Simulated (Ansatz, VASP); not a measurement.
# Ru (Ruthenium) in two plane-wave programs

One calculation is typed for both programs; each brings its own data sets. How far apart do they land? The cell is taken from a series of runs on this material, whose earlier steps may have relaxed, scaled, displaced or heated it; both programs get it as it stands.

Calculated with Ansatz 0.2.0; plane waves, with VASP 6.6.1 beside it; relaxation of cell and atoms at LDA and zone-centre phonons at LDA.

## 1. The structure

The structure is hexagonal, space group P6_3/mmc (No. 194). Conventional cell: a = 2.675 Å, b = 2.675 Å, c = 4.223 Å, α = 90.00°, β = 90.00°, γ = 120.00°. Nearest to Ru lie 12 Ru at 2.62 to 2.68 Å.

## 2. VASP: relaxation of cell and atoms, LDA

The relaxed volume is the usual yardstick between codes: in a stiff, nearly cubic crystal its relative difference is about their pressure difference at one cell divided by the bulk modulus.

Lines of VASP's logs that name or quote its potential files are left out, and so is its time.

INCAR reads:

```
SYSTEM = Ru
PREC = Accurate
ENCUT = 500
EDIFF = 1E-07
NELM = 120
ISMEAR = 1
SIGMA = 0.2
LREAL = .FALSE.
ALGO = Normal
GGA = CA
NBANDS = 20
LASPH = .TRUE.
LORBIT = 11
LWAVE = .FALSE.
LCHARG = .FALSE.
ISIF = 3
IBRION = 2
NSW = 80
EDIFFG = -0.005
GGA_COMPAT = .FALSE.
NELMIN = 4
KPAR = 2
```

POSCAR reads:

```
Ru
1.0
    2.6754260000      0.0000000000      0.0000000000
   -1.3377130000      2.3169870000      0.0000000000
    0.0000000000      0.0000000000      4.2231040000
Ru
2
Direct
    0.3333333333      0.6666666667      0.2500000000
    0.6666666667      0.3333333333      0.7500000000
```

KPOINTS reads:

```
Automatic mesh
0
Gamma
21 21 12
0 0 0
```

Potentials, in the order of the species: Ru_pv (LDA family, release 64).

On the command line:

```sh
$ mpirun -np 2 vasp_std
```

Numbers of over 12 decimals in the logs are rounded to 6 here.

The program printed:

```text
[banner, memory and clock lines left out]
running    2 mpi-ranks, on    1 nodes
 distrk:  each k-point on    1 cores,    2 groups
 distr:  one band on    1 cores,    1 groups

 POSCAR found type information on POSCAR Ru
 POSCAR found :  1 types and       2 ions
 LDA part: xc-table for (Slater(with rela. corr.)+CA(PZ))
 , standard interpolation
 POSCAR, INCAR and KPOINTS ok, starting setup
 FFT: planning ... GRIDC
 FFT: planning ... GRID_SOFT
 FFT: planning ... GRID
 WAVECAR not read
 entering main loop
       N       E                     dE             d eps       ncg     rms          rms(c)
DAV:   1     0.280800030768E+03    0.28080E+03   -0.17310E+04 13488   0.152E+03
DAV:   2    -0.168611899811E+02   -0.29766E+03   -0.28928E+03 13792   0.456E+02
DAV:   3    -0.227942775726E+02   -0.59331E+01   -0.58881E+01 15400   0.723E+01
DAV:   4    -0.228415181666E+02   -0.47241E-01   -0.47189E-01 17080   0.606E+00
DAV:   5    -0.228422108531E+02   -0.69269E-03   -0.68948E-03 15164   0.644E-01    0.201E+01
DAV:   6    -0.214899097748E+02    0.13523E+01   -0.31252E+00 15460   0.176E+01    0.558E+00
DAV:   7    -0.214006885726E+02    0.89221E-01   -0.52903E-01 15276   0.525E+00    0.115E+00
DAV:   8    -0.213903394944E+02    0.10349E-01   -0.24630E-02 15044   0.138E+00    0.366E-01
DAV:   9    -0.213895594381E+02    0.78006E-03   -0.12440E-03 15432   0.393E-01    0.323E-02
DAV:  10    -0.213895766051E+02   -0.17167E-04   -0.11421E-04 15036   0.110E-01    0.244E-02
DAV:  11    -0.213895744790E+02    0.21261E-05   -0.16955E-05 15100   0.403E-02    0.132E-03
DAV:  12    -0.213895744327E+02    0.46266E-07   -0.33866E-07 15124   0.522E-03
   1 F= -.21389574E+02 E0= -.21389039E+02  d E =-.213896E+02
 curvature:   0.00 expect dE= 0.000E+00 dE for cont linesearch  0.000E+00
 trial: gam= 0.00000 g(F)=  0.156E-45 g(S)=  0.165E-02 ort = 0.000E+00 (trialstep = 0.100E+01)
 search vector abs. value=  0.165E-02
 bond charge predicted
       N       E                     dE             d eps       ncg     rms          rms(c)
DAV:   1    -0.214402846151E+02   -0.50710E-01   -0.11541E+00 13544   0.122E+01    0.195E+00
DAV:   2    -0.213885076660E+02    0.51777E-01   -0.15284E-01 13508   0.380E+00    0.330E-01
DAV:   3    -0.213872734505E+02    0.12342E-02   -0.81773E-03 13988   0.802E-01    0.177E-01
DAV:   4    -0.213876601878E+02   -0.38674E-03   -0.50205E-04 15356   0.190E-01    0.266E-02
DAV:   5    -0.213876604852E+02   -0.29741E-06   -0.26422E-05 15336   0.502E-02    0.126E-02
DAV:   6    -0.213876600472E+02    0.43799E-06   -0.51758E-07 14800   0.646E-03    0.743E-04
DAV:   7    -0.213876600244E+02    0.22846E-07   -0.15589E-08  9272   0.121E-03
   2 F= -.21387660E+02 E0= -.21387126E+02  d E =0.191441E-02
 trial-energy change:    0.001914  1 .order    0.001909   -0.001649    0.005467
 step:   0.2309(harm=  0.2317)  dis= 0.00000  next Energy=   -21.389765 (dE=-0.190E-03)
 bond charge predicted
       N       E                     dE             d eps       ncg     rms          rms(c)
DAV:   1    -0.214207175609E+02   -0.33058E-01   -0.67883E-01 13528   0.928E+00    0.160E+00
DAV:   2    -0.213903466233E+02    0.30371E-01   -0.89088E-02 13468   0.291E+00    0.243E-01
DAV:   3    -0.213895336530E+02    0.81297E-03   -0.49655E-03 14028   0.627E-01    0.158E-01
DAV:   4    -0.213897617717E+02   -0.22812E-03   -0.27542E-04 15296   0.138E-01    0.187E-02
DAV:   5    -0.213897654559E+02   -0.36842E-05   -0.21118E-05 15856   0.431E-02    0.864E-03
DAV:   6    -0.213897643815E+02    0.10744E-05   -0.12019E-06 14360   0.883E-03    0.839E-04
DAV:   7    -0.213897643728E+02    0.86447E-08   -0.67590E-08  8880   0.242E-03
   3 F= -.21389764E+02 E0= -.21389229E+02  d E =-.189940E-03
 curvature:  -0.12 expect dE=-0.123E-06 dE for cont linesearch -0.180E-07
 trial: gam= 0.01034 g(F)=  0.926E-45 g(S)=  0.106E-05 ort =-0.160E-04 (trialstep = 0.846E+00)
 search vector abs. value=  0.905E-06
 reached required accuracy - stopping structural energy minimisation
```

Parts of OUTCAR (step 2):

```text
ion  position               nearest neighbor table
   1  0.333  0.667  0.250-   2 2.62   2 2.62   2 2.62   2 2.62   2 2.62   2 2.62
   2  0.667  0.333  0.750-   1 2.62   1 2.62   1 2.62   1 2.62   1 2.62   1 2.62

  LATTYP: Found a hexagonal cell.
 ALAT       =     2.6754260000
 C/A-ratio  =     1.5784790908

 Subroutine GETGRP returns: Found 24 space group operations
 (whereof 12 operations were pure point group operations)

The static configuration has the point symmetry D_3d.
 The point group associated with its full space group is D_6h.

 Found    336 irreducible k-points:

   k-points           NKPTS =    336   k-points in BZ     NKDIM =    336   number of bands    NBANDS=     20

   dimension x,y,z NGX =    20 NGY =   20 NGZ =   32
   dimension x,y,z NGXF=    40 NGYF=   40 NGZF=   64

   ENCUT  =  500.0 eV  36.75 Ry    6.06 a.u.   4.88  4.88  7.70*2*pi/ulx,y,z

   NELECT =      28.0000    total number of electrons

 k-points in reciprocal lattice and weights: Automatic mesh
   0.00000000  0.00000000  0.00000000       0.000
   0.04761905  0.00000000  0.00000000       0.001
   0.09523810  0.00000000  0.00000000       0.001
   0.14285714  0.00000000  0.00000000       0.001
   0.19047619  0.00000000  0.00000000       0.001
   0.23809524  0.00000000  0.00000000       0.001
   0.28571429  0.00000000  0.00000000       0.001
   0.33333333  0.00000000  0.00000000       0.001
   0.38095238  0.00000000  0.00000000       0.001
[...]
0.33333333  0.28571429  0.50000000       0.002
   0.33333333  0.33333333  0.50000000       0.000

 average (electrostatic) potential at core
       1 -66.8659       2 -66.8659

 E-fermi :  13.3445

 k-point     1 :       0.0000    0.0000    0.0000
  band No.  band energies     occupation
    ...
     11      10.7901      2.00000
     12      11.3076      2.00000
     13      11.3076      2.00000
     14      11.8423      2.00000
     15      11.8423      2.00000
     16      14.5868     -0.00000
     17      14.5868     -0.00000
     18      14.6962     -0.00000
     19      23.2642      0.00000
     20      23.2723      0.00000

 k-point     2 :       0.0476    0.0000    0.0000
  band No.  band energies     occupation
    ...
     11      10.9714      2.00000
     12      11.2670      2.00000
     13      11.3740      2.00000
     14      11.7571      2.00000
     15      11.7858      2.00000
     16      13.6339     -0.05987
     17      14.6233     -0.00000
     18      15.7647     -0.00000
     19      23.2643      0.00000
     20      23.2723      0.00000

 k-point     3 :       0.0952    0.0000    0.0000
  band No.  band energies     occupation
    ...
     12      11.2699      2.00000
     13      11.4565      2.00000
     14      11.5706      2.00000
     15      11.6309      2.00000
     16      12.8361      2.00192
     17      14.7200     -0.00000
     18      16.9568     -0.00000
     19      23.2639      0.00000
     20      23.2723      0.00000

  Total        0.0010972      0.0010972     -0.0064419      0.0000000     -0.0000000      0.0000000
  in kB        0.0669798      0.0669798     -0.3932629      0.0000000     -0.0000000      0.0000000
  external PRESSURE =      -0.0864344 kB  Pullay stress =       0.0000000 kB

  energy-cutoff  :      500.00
  volume of cell :       26.24
      direct lattice vectors                 reciprocal lattice vectors
     2.677653484  0.000000000 -0.000000000     0.373461318  0.215617982 -0.000000000
    -1.338826742  2.318916058  0.000000000    -0.000000000  0.431235963 -0.000000000
     0.000000000  0.000000000  4.226723779     0.000000000  0.000000000  0.236589863

 POSITION                                       TOTAL-FORCE (eV/Angst)
 -----------------------------------------------------------------------------------
     -0.00000      1.54594      1.05668        -0.000000     -0.000000      0.000000
      1.33883      0.77297      3.17004         0.000000      0.000000     -0.000000
 -----------------------------------------------------------------------------------
    total drift:                               -0.000000      0.000000     -0.000000

  FREE ENERGIE OF THE ION-ELECTRON SYSTEM (eV)
  ---------------------------------------------------
  free  energy   TOTEN  =       -21.3897643728 eV

  energy  without entropy=      -21.3881590747  energy(sigma->0) =      -21.38922927

 reached required accuracy - stopping structural energy minimisation

 total charge
# of ion       s       p       d       tot
------------------------------------------
    1        0.421   6.337   5.990  12.748
    2        0.421   6.337   5.990  12.748
--------------------------------------------------
tot          0.842  12.674  11.980  25.496

[... 3 further parts left out ...]
```

## 3. Ansatz: relaxation of cell and atoms, LDA

Ansatz runs on its PAW soft_1 files.

The same cell, functional (in two slightly different forms), mesh and smearing now go to Ansatz, which takes its cutoff from its data sets.

input.yaml reads:

```yaml
crystal:
  lattice:
    - [2.675426416, 0.0, 0.0]
    - [-1.337713208, 2.3169872422, 0.0]
    - [0.0, 0.0, 4.2231036306]
  atoms:
    - { symbol: Ru, position: [0.3333333333, 0.6666666667, 0.25] }
    - { symbol: Ru, position: [0.6666666667, 0.3333333333, 0.75] }
kpoints:
  mp_grid: { grid: [21, 21, 12] }
hamiltonian:
  xc: lda
  pseudopotentials: { kind: paw, azcp: { folder: soft_1 }, xc_functional: pbe }
scf:
  occupations: { method: methfessel_paxton, width: 0.2 }
output:
  forces: true
  stress: true
  eigenvalues: true
relax:
  adjacent_minimum: "off"
  f_tol: 0.001
  max_steps: 60
  cell: { stress_tol: 0.01 }
```

On the command line:

```sh
$ ansatz run input.yaml --threads 4 --pin off --max-ram 8192MiB --backend cpu --events-out ev --progress --plain --runs-dir out
```

The program printed:

```text
Engine: ansatz 0.2.0, x86_64-unknown-linux-gnu
Pseudopotentials: kind: paw
Pseudopotential: Ru, paw, valence charge 16, recommended cutoff 420 eV (normal), soft_1/Ru.paw.azcp
Functional definition: SPW92
  exchange = slater_x
  correlation = pw_c
Crystal: 2 atoms, lattice volume = 26.179 Å³
Basis set: ecut = 420 eV, 537 PW (Γ)
Bands: 20, of which v1, the nominal top of the filled ones, is band 16 counted from 1 (15 counted from 0)
Symmetry: 24 space group operations
Space group: P63/mmc (ITA 194), of the structure as read, at distance tolerance 3.0e-5 Å
k-points: 336 of 5292
Non-local potential: Ru, projectors of the file, l = 0: 3, l = 1: 2, l = 2: 2, l = 3: 1
PAW form: soft (Blöchl's): semilocal exchange-correlation on the pseudo side does not see the compensation charge
PAW frozen core: Ru, regenerated for the run's functional, and the local potential with it (the file was generated under x = pbe(κ = 0.804, μ = 0.219515), c = pbe(β = 0.066725))
PAW one-centre angular grid: Ru, 590 points (default); XC on 64 Gauss nodes
Initial density: superposition of atomic densities (chi_scale 0.1, normalization cell)
Initial wavefunctions: pseudopotential atomic-orbital guess
Functional: x = slater, c = lda
SCF iter   1: F=—  HF=-11518.146386 eV  |F-HF|=—  |Δ(HF+E_count)|=         —  Δρ=1.31e-1  dr2=4.22e0  ethr=3.10e-3  ⟨swp⟩=4.9  Hψ=25850  notcnv=0
preconditioner: auto → none  [metal: Δε(μ)=0.000 eV  Ē_g=6.509 eV  σ=0.200 eV  W_gap=0.00  n_scr=8 (ndim 8)  ℏωp=29.0 eV  f_vac=0.000  D(μ)=1.49/eV (n_scr^D=22)  sad-step TF]
SCF iter   2: F=—  HF=-11517.066857 eV  |F-HF|=—  |Δ(HF+E_count)|=    1.08e0  S|Δr|=    0.00e0  Δρ=6.97e-2  dr2=1.17e0  ethr=3.10e-3  ⟨swp⟩=2.2  Hψ=13358  notcnv=0  defer=34
SCF iter   3: F=—  HF=-11516.661624 eV  |F-HF|=—  |Δ(HF+E_count)|=   4.05e-1  S|Δr|=    0.00e0  Δρ=3.51e-3  dr2=1.34e-3  ethr=3.10e-3  ⟨swp⟩=2.0  Hψ=10610  notcnv=0  defer=34
SCF iter   4: F=—  HF=-11516.662985 eV  |F-HF|=—  |Δ(HF+E_count)|=   1.36e-3  S|Δr|=    0.00e0  Δρ=3.95e-4  dr2=1.45e-5  ethr=4.18e-6  ⟨swp⟩=2.1  Hψ=14313  notcnv=0  defer=27
SCF iter   5: F=—  HF=-11516.663004 eV  |F-HF|=—  |Δ(HF+E_count)|=   1.92e-5  S|Δr|=    0.00e0  Δρ=1.35e-4  dr2=2.90e-6  ethr=4.52e-8  ⟨swp⟩=2.1  Hψ=11671  notcnv=0  defer=27
SCF iter   6: F=-11516.663003 eV  HF=-11516.663003 eV  |F-HF|=6.35e-8  |Δ(HF+E_count)|=   1.08e-6  S|Δr|=    0.00e0  Δρ=2.50e-5  dr2=8.29e-8  ethr=3.13e-10  ⟨swp⟩=3.7  Hψ=30747  notcnv=0
SCF 1 converged in 6 iterations: F = -11516.663003 eV  dr2 = 8.29e-8
  greatest PAW one-centre occupation: 1.000 electrons in one spin orbital (limit 2), on the Ru atom at site 1 (counted from 0), in its partial waves of l = 0
relax step   1: F+E_penalty+E_count = -11516.66300296 eV  Δ(F+E_penalty+E_count) = +0.000e0 eV  max|allowed force component| = 3.469e-17 eV/Å  Δτ_max = 0.0000 Å  P = -0.023 GPa  Ω = 26.179 Å³  (6 SCF iters, dr2 threshold 1.00e-7 eV, accepted)
[...]
relax step   2: F+E_penalty+E_count = -11516.66300783 eV  Δ(F+E_penalty+E_count) = -4.866e-6 eV  max|allowed force component| = 3.238e-17 eV/Å  Δτ_max = 0.0000 Å  P = +0.020 GPa  Ω = 26.176 Å³  energy of the carried Pulay correction = +4.402e-6 eV  (2 SCF iters, dr2 threshold 1.35e-8 eV, accepted)
[...]
relax step   3: F+E_penalty+E_count = -11516.66300584 eV  Δ(F+E_penalty+E_count) = +1.994e-6 eV  max|allowed force component| = 4.626e-17 eV/Å  Δτ_max = 0.0000 Å  P = -0.000 GPa  Ω = 26.177 Å³  energy of the carried Pulay correction = +2.146e-6 eV  (2 SCF iters, dr2 threshold 5.61e-9 eV, accepted)
[...]
relax step   4: F+E_penalty+E_count = -11516.66300150 eV  Δ(F+E_penalty+E_count) = +4.341e-6 eV  max|allowed force component| = 2.776e-17 eV/Å  Δτ_max = 0.0000 Å  P = -0.001 GPa  Ω = 26.177 Å³  stress off target by 6.63e-4 GPa  SCF on the basis re-selected at this cell (its energy is not comparable with the rows above)  (4 SCF iters)
basis re-selected at this cell: Δ(F+E_penalty+E_count) = +4.341e-6 eV, ΔP = -0.000 GPa vs the last step (what re-selecting the basis moved, of the pressure what is left beyond the Pulay correction that the steps carried, after the strain that the cell walked since its last selection, with what the two solves' SCF thresholds leave and, on support functions, any second-order correction that the steps lacked; it is no m [...]
SCF converged after 4 iterations
Stability not checked: this state was not tested for a lower state beside it, because cold or Methfessel-Paxton smearing, or corrected tetrahedra, fill the levels in a way that the test cannot read (fill_not_monotonic; see scf.lower_state_search)
Free energy (F): -11516.663001 eV
Harris-Foulkes:  -11516.663001 eV  (|F-HF|=3.64e-12)
Internal energy: -11516.661416 eV  (E = F + TS)
E sigma→0 (E₀):  -11516.662605 eV
Entropy (-TS):   -0.001585 eV (-0.793 meV/atom)
Fermi energy:    24.090971 eV
--- Per-component energies (eV) ---
  E_band       = -90.339769
  E_kinetic    = 923.839299
  E_local      = -2473.459334  (includes V_loc(G=0)·N_el)
  E_nonlocal   = 835.990456
  E_hartree    = 816.329134
  E_xc         = -339.797058
  E_vxc        = -431.280754  (∫ρ·V_xc dr)
  E_paw        = -6763.801802  (= ΣΔE_a)
  E_vpaw       = -578.088790  (= ΣTr[D̂ρ^β])
  E_aug_tail   = 0.001067  (compensation charges beyond the density's cutoff)
  E_ewald      = -4516.906546
  E_core_change = 1.143369  (= ΣΔE_core)
  E_smearing   = -0.001585  (= −TS)
  E_closure    = 0.000000  (closes the sum)
  Σ components = -11516.663001   (vs F -11516.663001, Δ=0.00e0)
--- Forces (eV/Å), atoms counted from 1 ---
  atom   1  Ru    -0.00000000     0.00000000    -0.00000000
  atom   2  Ru    -0.00000000    -0.00000000     0.00000000
  max |Σ_I F_I| component: 1.85e-17 eV/Å
--- Stress (GPa, compression-positive) ---
       -0.000663       0.000000       0.000000
       -0.000000      -0.000663      -0.000000
        0.000000      -0.000000      -0.000513
  P = ⅓ Tr σ = -0.0006 GPa (-0.006 kbar)
--- Band table (eV; the first three rows and the last of 336) ---
  k-point 0: bands = [... 12 lower, 21.5300, 22.0469, 22.0469, 22.5827, 22.5827, 25.3398, 25.3398, 25.4296]
  k-point 1: bands = [... 12 lower, 21.4879, 21.9961, 21.9961, 22.7033, 22.7033, 25.1557, 25.3473, 25.3473]
  k-point 2: bands = [... 12 lower, 21.3715, 21.8582, 21.8582, 23.0066, 23.0066, 24.4468, 25.3528, 25.3528]
  k-point 335: bands = [... 12 lower, 21.2331, 21.2331, 22.8158, 22.8158, 25.3771, 25.3771, 32.8197, 32.8197]
--- Relaxed structure (3 steps of the walk, 3 accepted, 1 SCFs on fresh bases) ---
  F+E_penalty+E_count = -11516.66300150 eV   max|allowed force component| = 2.776e-17 eV/Å   (the final SCF, on the basis selected at the relaxed cell)
  cell:  # Å, volume = 26.1773 Å³
    - [2.675510, 0.0, 0.0]
    - [-1.337755, 2.317060, 0.0]
    - [0.0, 0.0, 4.222612]
  atoms:
    - { symbol: Ru, position: [0.333333, 0.666667, 0.250000] }
    - { symbol: Ru, position: [0.666667, 0.333333, 0.75] }
```

## 4. Differences

Known differences besides the potentials themselves: the two LDA forms differ slightly; the data sets hold 32 valence electrons in Ansatz (on its PAW soft_1 files) and 28 in VASP; the cutoff is 420 eV in Ansatz and 500 eV in VASP; VASP's log shows a relativistic correction to its local exchange, Ansatz's none; Ansatz adds a Pulay correction to the stress that steers its cell, VASP none. Total energies have different zeros and are not compared.

Both answers:

```
                                         quantity  Ansatz   VASP  difference
                                      volume (Å³)   26.18  26.24     -0.26 %
edge a after relaxation, in the typed setting (Å)   2.675  2.678     -0.08 %
edge c after relaxation, in the typed setting (Å)   4.223  4.227     -0.10 %
```

[end of part 1 of 2]

[Lines on the potential files, build, host, timing and source positions are cut from VASP's logs without a mark.]

[Logs are printed without paths, hosts, clocks, repeated set-up lines and the standing remarks that a program may print on its own settings, such as how far it seeks lower states.]

[Hosts, paths, dates, database ids (printed as entryN), source tags and the programs' standing remarks are cut or masked in the printed files.]
